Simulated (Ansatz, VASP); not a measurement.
## C (Graphite) in two plane-wave programs

One calculation is typed for both programs; each brings its own data sets. How far apart do they land? The structure shown comes from an earlier Ansatz run, which isn't shown and may have moved the atoms alone.

Main program and level: Ansatz 0.2.0; plane waves, with VASP 6.6.1 beside it; elastic constants at PBE.

### 1. The structure

The structure is hexagonal, space group P6_3/mmc (No. 194). Conventional cell: a = 2.466 Å, b = 2.466 Å, c = 8.703 Å, α = 90.00°, β = 90.00°, γ = 120.00°. Nearest to C lie 3 C at 1.42 Å. Nearest to C lie 3 C at 1.42 Å.

### 2. Ansatz: elastic constants, PBE

Ansatz runs on its PAW soft_1 files.

Elastic constants are differences of stresses under small strains, so they test the stress and the mesh.

File input.yaml:

```yaml
crystal:
  lattice:
    - [2.4664964983, 0.0, 0.0]
    - [-1.2332482491, 2.1360486259, 0.0]
    - [0.0, 0.0, 8.7026699314]
  atoms:
    - { symbol: C, position: [0.0, 0.0, 0.75] }
    - { symbol: C, position: [0.0, 0.0, 0.25] }
    - { symbol: C, position: [0.3333333333, 0.6666666667, 0.75] }
    - { symbol: C, position: [0.6666666667, 0.3333333333, 0.25] }
kpoints:
  mp_grid: { grid: [24, 24, 6] }
hamiltonian:
  xc: pbe
  pseudopotentials: { kind: paw, azcp: { folder: soft_1 } }
scf:
  occupations: { method: fermi_dirac, width: 0.15 }
output:
  forces: true
  stress: true
  eigenvalues: true
elastic:
  mode: relaxed_ion
  amplitude: 0.01
  stencil: two_point
```

Command:

```bash
ansatz run input.yaml --threads 4 --pin off --max-ram 8192MiB --backend cpu --events-out ev --progress --plain --runs-dir out
```

Numbers of over 12 decimals in the logs are rounded to 6 here.

Output:

```text
band count auto-derived: 13 (N_el = 16.0; filled up to band 8; 12 by the electrons, moments and atoms)
Engine: ansatz 0.2.0, x86_64-unknown-linux-gnu
Pseudopotentials: kind: paw
Pseudopotential: C, paw, valence charge 4, recommended cutoff 420 eV (normal), soft_1/C.paw.azcp
Functional definition: PBE
  parameter kappa = 0.804
  parameter beta = 0.066725
  exchange = pbe_x(kappa = kappa, mu = beta*pi^2/3)
  correlation = pbe_c(beta = beta)
Crystal: 4 atoms, lattice volume = 45.851 Å³
Basis set: ecut = 420 eV, 851 PW (Γ), exchange–correlation on 36×36×120 points (8 copies of the dense FFT grid, shifted against one another)
Bands: 13, of which v1, the nominal top of the filled ones, is band 8 counted from 1 (7 counted from 0)
Symmetry: 24 space group operations
Space group: P63/mmc (ITA 194), of the structure as read, at distance tolerance 3.6e-5 Å
k-points: 244 of 3456
Non-local potential: C, projectors of the file, l = 0: 2, l = 1: 2, l = 2: 1
PAW form: soft (Blöchl's): semilocal exchange-correlation on the pseudo side does not see the compensation charge
PAW one-centre angular grid: C, 110 points (default); XC on 64 Gauss nodes
Initial density: superposition of atomic densities (chi_scale 0.1, normalization cell)
Initial wavefunctions: pseudopotential atomic-orbital guess
Functional: x = pbe(κ = 0.804, μ = 0.219515), c = pbe(β = 0.066725)
SCF iter   1: F=—  HF=-1006.056080 eV  |F-HF|=—  |Δ(HF+E_count)|=         —  Δρ=1.12e-1  dr2=5.26e0  ethr=3.10e-3  ⟨swp⟩=5.6  Hψ=18685  notcnv=0
preconditioner: auto → none  [metal: Δε(μ)=0.034 eV  Ē_g=17.038 eV  σ=0.150 eV  W_gap=0.06  n_scr=6 (ndim 8)  ℏωp=21.9 eV  f_vac=0.169  D(μ)=0.06/eV (n_scr^D=0)  sad-step TF]
SCF iter   2: F=—  HF=-1004.701453 eV  |F-HF|=—  |Δ(HF+E_count)|=    1.35e0  Δρ=6.34e-2  dr2=2.09e0  ethr=3.10e-3  ⟨swp⟩=3.1  Hψ=8198  notcnv=0  defer=121
SCF iter   3: F=—  HF=-1003.774013 eV  |F-HF|=—  |Δ(HF+E_count)|=   9.27e-1  Δρ=7.35e-3  dr2=1.43e-2  ethr=3.10e-3  ⟨swp⟩=3.5  Hψ=9049  notcnv=0  defer=120
SCF iter   4: F=—  HF=-1003.777854 eV  |F-HF|=—  |Δ(HF+E_count)|=   3.84e-3  Δρ=8.98e-4  dr2=2.07e-4  ethr=8.93e-5  ⟨swp⟩=3.1  Hψ=7233  notcnv=0  defer=82
SCF iter   5: F=—  HF=-1003.778041 eV  |F-HF|=—  |Δ(HF+E_count)|=   1.87e-4  Δρ=2.18e-4  dr2=1.87e-5  ethr=1.29e-6  ⟨swp⟩=2.7  Hψ=5092  notcnv=0  defer=82
SCF iter   6: F=—  HF=-1003.778078 eV  |F-HF|=—  |Δ(HF+E_count)|=   3.69e-5  Δρ=5.10e-5  dr2=7.70e-7  ethr=1.17e-7  ⟨swp⟩=2.0  Hψ=4869  notcnv=0  defer=82
SCF iter   7: F=—  HF=-1003.778079 eV  |F-HF|=—  |Δ(HF+E_count)|=   5.06e-7  Δρ=1.03e-5  dr2=1.91e-8  ethr=4.81e-9  ⟨swp⟩=2.4  Hψ=5003  notcnv=0  defer=82
SCF iter   8: F=—  HF=-1003.778079 eV  |F-HF|=—  |Δ(HF+E_count)|=   3.49e-8  Δρ=7.14e-7  dr2=1.81e-10  ethr=1.19e-10  ⟨swp⟩=2.1  Hψ=4855  notcnv=0  defer=82
SCF iter   9: F=—  HF=-1003.778079 eV  |F-HF|=—  |Δ(HF+E_count)|=  1.14e-10  Δρ=5.96e-8  dr2=9.33e-13  ethr=1.13e-12  ⟨swp⟩=2.0  Hψ=5057  notcnv=0  defer=82
SCF iter  10: F=-1003.778079 eV  HF=-1003.778079 eV  |F-HF|=4.55e-13  |Δ(HF+E_count)|=  7.96e-13  Δρ=5.25e-9  dr2=1.42e-14  ethr=1.00e-12  ⟨swp⟩=8.0  Hψ=15796  notcnv=0
the search or the solves at the SCF's close seem to have found levels that the self-consistency loop had missed (the run counts 1). By its estimate they hold under 1e-12 electrons; where the run keeps them, the occupations were computed again with them
SCF 1 converged in 10 iterations: F = -1003.778079 eV  dr2 = 1.42e-14
  greatest PAW one-centre occupation: 0.673 electrons in one spin orbital (limit 2), on the C atom at site 1 (counted from 0), in its partial waves of l = 0
Crystal: 4 atoms, lattice volume = 45.392 Å³
Basis set: ecut = 420 eV, 847 PW (Γ), exchange–correlation on 36×36×120 points (8 copies of the dense FFT grid, shifted against one another)
Symmetry: 8 space group operations
k-points: 628 of 3456
Initial density: handed on by an earlier stage of this run
Initial wavefunctions: pseudopotential atomic-orbital guess (no wavefunctions were taken with the density)
iter 1 solved again at ethr=5.09e-5 eV; its pass at ethr=3.10e-3 eV (dr2=8.14e-3 eV) is discarded
SCF iter   1: F=—  HF=-1003.769722 eV  |F-HF|=—  |Δ(HF+E_count)|=         —  Δρ=5.22e-3  dr2=8.29e-3  ethr=5.09e-5  ⟨swp⟩=1.7  Hψ=59291  notcnv=0
preconditioner: auto → none  [metal: Δε(μ)=0.085 eV  Ē_g=16.113 eV  σ=0.150 eV  W_gap=0.14  n_scr=6 (ndim 8)  ℏωp=22.0 eV  f_vac=0.255  D(μ)=0.06/eV (n_scr^D=0)]
SCF iter   2: F=—  HF=-1003.766398 eV  |F-HF|=—  |Δ(HF+E_count)|=   3.32e-3  Δρ=1.98e-3  dr2=1.05e-3  ethr=5.09e-5  ⟨swp⟩=2.0  Hψ=12789  notcnv=0
SCF iter   3: F=—  HF=-1003.765992 eV  |F-HF|=—  |Δ(HF+E_count)|=   4.06e-4  Δρ=1.82e-4  dr2=5.71e-6  ethr=6.58e-6  ⟨swp⟩=2.8  Hψ=14009  notcnv=0
SCF iter   4: F=—  HF=-1003.766034 eV  |F-HF|=—  |Δ(HF+E_count)|=   4.15e-5  Δρ=1.23e-5  dr2=2.94e-8  ethr=3.57e-8  ⟨swp⟩=2.8  Hψ=13859  notcnv=0
[...]
SCF 32 converged in 8 iterations: F = -1003.778083 eV  dr2 = 6.01e-15
relax step   6: F+E_penalty+E_count = -1003.77808277 eV  Δ(F+E_penalty+E_count) = -1.484e-9 eV  max|allowed force component| = 1.673e-4 eV/Å  Δτ_max = 0.0004 Å  (8 SCF iters, accepted)
[...]
SCF iter   2: F=—  HF=-1003.778083 eV  |F-HF|=—  |Δ(HF+E_count)|=   4.17e-5  Δρ=8.28e-7  dr2=2.30e-10  ethr=3.67e-12  ⟨swp⟩=3.9  Hψ=27560  notcnv=0
SCF iter   3: F=—  HF=-1003.778083 eV  |F-HF|=—  |Δ(HF+E_count)|=   2.00e-9  Δρ=5.09e-7  dr2=7.32e-11  ethr=1.44e-12  ⟨swp⟩=2.0  Hψ=13835  notcnv=0
SCF iter   4: F=—  HF=-1003.778083 eV  |F-HF|=—  |Δ(HF+E_count)|=  7.78e-10  Δρ=3.85e-7  dr2=3.98e-11  ethr=4.57e-13 (applied; sched 1.00e-12)  ⟨swp⟩=2.0  Hψ=13724  notcnv=0
SCF iter   5: F=—  HF=-1003.778083 eV  |F-HF|=—  |Δ(HF+E_count)|=  4.97e-10  Δρ=2.73e-7  dr2=1.86e-11  ethr=2.49e-13 (applied; sched 1.00e-12)  ⟨swp⟩=2.0  Hψ=13811  notcnv=0
SCF iter   6: F=—  HF=-1003.778083 eV  |F-HF|=—  |Δ(HF+E_count)|=  1.78e-10  Δρ=2.25e-7  dr2=1.29e-11  ethr=1.16e-13 (applied; sched 1.00e-12)  ⟨swp⟩=2.0  Hψ=13180  notcnv=0
SCF iter   7: F=—  HF=-1003.778083 eV  |F-HF|=—  |Δ(HF+E_count)|=  1.75e-10  Δρ=1.61e-7  dr2=6.53e-12  ethr=8.03e-14 (applied; sched 1.00e-12)  ⟨swp⟩=2.0  Hψ=13695  notcnv=0
SCF iter   8: F=—  HF=-1003.778083 eV  |F-HF|=—  |Δ(HF+E_count)|=  1.53e-10  Δρ=6.77e-8  dr2=1.17e-12  ethr=4.08e-14 (applied; sched 1.00e-12)  ⟨swp⟩=2.0  Hψ=18530  notcnv=0
SCF iter   9: F=—  HF=-1003.778083 eV  |F-HF|=—  |Δ(HF+E_count)|=  2.77e-11  Δρ=2.77e-8  dr2=1.94e-13  ethr=7.31e-15 (applied; sched 1.00e-12)  ⟨swp⟩=2.1  Hψ=18673  notcnv=0
SCF iter  10: F=-1003.778083 eV  HF=-1003.778083 eV  |F-HF|=3.41e-13  |Δ(HF+E_count)|=  5.23e-12  Δρ=2.66e-10  dr2=2.83e-17  ethr=1.00e-12  ⟨swp⟩=4.6  Hψ=38098  notcnv=0
SCF 35 converged in 10 iterations: F = -1003.778083 eV  dr2 = 2.83e-17
SCF converged after 10 iterations
Free energy (F): -1003.778079 eV
Harris-Foulkes:  -1003.778079 eV  (|F-HF|=4.55e-13)
Internal energy: -1003.773419 eV  (E = F + TS)
E sigma→0 (E₀):  -1003.775749 eV
Entropy (-TS):   -0.004660 eV (-1.165 meV/atom)
Fermi energy:    4.437720 eV
--- Per-component energies (eV) ---
  E_band       = -75.315380
  E_kinetic    = 353.703698
  E_local      = -909.539883  (includes V_loc(G=0)·N_el)
  E_nonlocal   = 93.706860
  E_hartree    = 324.626688
  E_xc         = -187.692553
  E_vxc        = -231.098608  (∫ρ·V_xc dr)
  E_paw        = -400.373290  (= ΣΔE_a)
  E_vpaw       = -31.340883  (= ΣTr[D̂ρ^β])
  E_aug_tail   = 0.000064  (compensation charges beyond the density's cutoff)
  E_ewald      = -278.205003
  E_smearing   = -0.004660  (= −TS)
  E_closure    = 0.000000  (closes the sum)
  Σ components = -1003.778079   (vs F -1003.778079, Δ=0.00e0)
--- Forces (eV/Å), atoms counted from 1 ---
  atom   1  C      0.00000000    -0.00000000     0.00000000
  atom   2  C     -0.00000000     0.00000000     0.00000000
  atom   3  C      0.00000000     0.00000000     0.00000000
  atom   4  C     -0.00000000    -0.00000000     0.00000000
  max |Σ_I F_I| component: 3.70e-17 eV/Å
--- Stress (GPa, compression-positive) ---
       -0.001213      -0.000000       0.000000
        0.000000      -0.001213       0.000000
        0.000000       0.000000       0.009629
  P = ⅓ Tr σ = 0.0024 GPa (0.024 kbar)
--- Band table (eV; the first three rows and the last of 244) ---
  k-point 0: bands = [... 4 lower, 1.3968, 1.3968, 1.3973, 1.3973, 7.4700, 10.5899, 12.7635, 12.7635, ... 1 higher]
  k-point 1: bands = [... 4 lower, 1.3969, 1.3969, 1.3973, 1.3973, 7.6113, 10.2123, 12.7638, 12.7638, ... 1 higher]
  k-point 2: bands = [... 4 lower, 1.3967, 1.3967, 1.3970, 1.3970, 8.0204, 9.4389, 12.7642, 12.7642, ... 1 higher]
  k-point 243: bands = [... 4 lower, -6.1243, -6.1243, 4.4388, 4.4388, 4.4398, 4.4398, 14.8721, 14.8721, ... 1 higher]
--- Elastic constants: 3 strain directions × 2 members + reference (group order 24) ---
  dense FFT box of the reference and of every strained cell: 18×18×60
  strains applied: 11, 33, 23; error gains: componentwise 1.00 (the most a stress slope's error grows in a printed constant), spectral 1.41 (1 for all six strains in a standard setting)
  C = ∂σ_k/∂η_j (tension-positive GPa; Voigt order 11 22 33 23 13 12):
       808.816    145.936     -0.194      0.000      0.000      0.000
       145.936    808.816     -0.194      0.000      0.000     -0.000
        -0.180     -0.180      1.620      0.000      0.000     -0.000
         0.000      0.000      0.000      0.137     -0.000      0.000
         0.000      0.000      0.000     -0.000      0.137      0.000
        -0.000     -0.000      0.000      0.000      0.000    331.440
  reference stress σ⁰ (GPa):      0.001      0.001     -0.010     -0.000     -0.000      0.000
  C* (energy form; C + prestress term) asymmetry max|C*_kj − C*_jk| = 3.354e-3 GPa — a small one proves nothing (zero by symmetry where the batch's group is 432, −43m or m−3m); a large one is finite-difference/SCF noise where every solve meets its electron count
  moduli (Voigt/Reuss/Hill, GPa): K = 212.26/1.61/106.94   G = 164.59/0.32/82.46   E = 196.79   ν = 0.193
  mechanically stable: yes (min eigenvalue of sym C = 0.14 GPa)
  the stresses are not corrected for the forces that the relaxations left standing (`elastic.f_tol`)
  strain η (Voigt 11):  stress-route row diagonal C_11 = 808.82 GPa, energy-path curvature d²(F+E_count+ΔE)/dδ²/Ω₀ = 808.72 GPa
         δ    σ_11 (GPa)             F (eV)   n_scf  n_hpsi   n_pw
    -1.000e-2      -8.3117       -1003.7663041      10  190067    905   relax 9 steps, max|allowed force component| 3.75e-5 eV/Å
     1.000e-2       7.8646       -1003.7667208      10  190971    927   relax 3 steps, max|allowed force component| 2.14e-5 eV/Å
  strain η (Voigt 33):  stress-route row diagonal C_33 = 1.62 GPa, energy-path curvature d²(F+E_count+ΔE)/dδ²/Ω₀ = 1.63 GPa
         δ    σ_33 (GPa)             F (eV)   n_scf  n_hpsi   n_pw
    -1.000e-2      -0.0277       -1003.7780374       9   73403    906   relax 0 steps, max|allowed force component| 7.96e-16 eV/Å
     1.000e-2       0.0047       -1003.7780901       7   62014    924   relax 0 steps, max|allowed force component| 4.26e-16 eV/Å
  strain η (Voigt 23):  stress-route row diagonal C_44 = 0.14 GPa, energy-path curvature d²(F+E_count+ΔE)/dδ²/Ω₀ = 0.14 GPa
         δ    σ_23 (GPa)             F (eV)   n_scf  n_hpsi   n_pw
    -1.000e-2      -0.0014       -1003.7780828      10  276883    914   relax 8 steps, max|allowed force component| 8.61e-7 eV/Å
     1.000e-2       0.0014       -1003.7780828      10  276503    914   relax 8 steps, max|allowed force component| 8.94e-7 eV/Å
```

In the SCF lines HF is the Harris–Foulkes energy and dr2 the Hartree energy of the density residual, in eV; the loop may stop once dr2 is under the threshold and the program's other checks hold. Hψ counts applications of the Hamiltonian.

[end of part 1 of 2]

[Lines on the potential files, build, host, timing and source positions are cut from VASP's logs without a mark.]

[Logs are printed without paths, hosts, clocks, repeated set-up lines and the standing remarks that a program may print on its own settings, such as how far it seeks lower states.]

[Hosts, paths, dates, database ids (printed as entryN), source tags and the programs' standing remarks are cut or masked in the printed files.]
